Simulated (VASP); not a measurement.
Method: SCAN meta-GGA, VASP's PBE PAW potentials (set 64) (plane waves; VASP).

Input for VASP

File KPOINTS:
```
Automatic mesh
0
Gamma
10 10 10
0 0 0
```

### POSCAR
```
LiH
1
    0.0000000000     2.0400000000     2.0400000000
    2.0400000000     0.0000000000     2.0400000000
    2.0400000000     2.0400000000     0.0000000000
Li H
1 1
Direct
  0.0000000000   0.0000000000   0.0000000000
  0.5000000000   0.5000000000   0.5000000000
```

INCAR:
```
SYSTEM = LiH
PREC = Accurate
ENCUT = 520
EDIFF = 1E-6
NELM = 100
ALGO = Normal
LREAL = .FALSE.
LASPH = .TRUE.
ISMEAR = 0
SIGMA = 0.05
METAGGA = SCAN
LMIXTAU = .TRUE.
LWAVE = .FALSE.
LCHARG = .FALSE.
IBRION = 2
ISIF = 3
NSW = 60
EDIFFG = -0.01
```

POTCAR, in this order: Li_sv H (PBE.64 set). Program: vasp_std.

Task: What will the output report for the number of irreducible k-points (NKPTS), largest plane-wave count, number of space-group operations, FFT grid (NGX, NGY, NGZ)?

Result: 
```yaml
number of irreducible k-points (NKPTS): 47
largest_plane_wave_count: 469
number_of_space_group_operations: 48
FFT grid (NGX, NGY, NGZ): 24 × 24 × 24
```

The compound is LiH in the rock salt structure. This run relaxes it. Symmetry was kept, so distortions that lower it aren't found.
